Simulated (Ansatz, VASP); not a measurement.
# NaHgH2: VASP beside Ansatz

```
Na Hg H
1.0
     3.60624    0.00000    0.00000
     0.00000    3.60624    0.00000
     0.00000    0.00000    5.10000
Na Hg H
1 1 2
Direct
  0.00000 0.00000 0.00000
  0.50000 0.50000 0.50000
  0.00000 0.00000 0.50000
  0.50000 0.50000 0.00000
```

Alike in both runs: task relaxation of cell and atoms; functional PBE; k mesh 6 × 6 × 4; occupations gaussian, width 0.1 eV; no spin polarisation.

|  | VASP | Ansatz |
| --- | --- | --- |
| version | VASP 6.6.1 | Ansatz 0.2.0 |
| potentials or method | VASP PAW PBE potentials, release 64 (Na_pv, Hg, H) | scalar-relativistic, plane waves, PAW |
| plane-wave cutoff (eV) | 600 | 420 |
| valence electrons in the cell | 21 | 31 |

Ansatz gave:

| Item | Value |
| --- | --- |
| gap on the k mesh at the Fermi level, each at its own relaxed structure (eV) | none |
| relaxed volume (Å³/atom) | 13.91 |
| relaxed cell length with the largest relative difference (Å) | 4.436 |
| energy change over the relaxation (meV/atom) | -63 |

Question: What did VASP give for the same quantities?

Answer: gap on the k mesh at the Fermi level, each at its own relaxed structure (eV): none; relaxed volume (Å³/atom): 13.89; relaxed cell length with the largest relative difference (Å): 4.442; energy change over the relaxation (meV/atom): -62.

A gap of «none» marks a metal or a gap that the smearing closes. The two sets of potentials don't hold the same shells in valence.

Caveats: the volume moved by over 15 % at a fixed basis, so the end points are rough (VASP). The runs have no spin-orbit coupling, so splittings on Hg are missing.
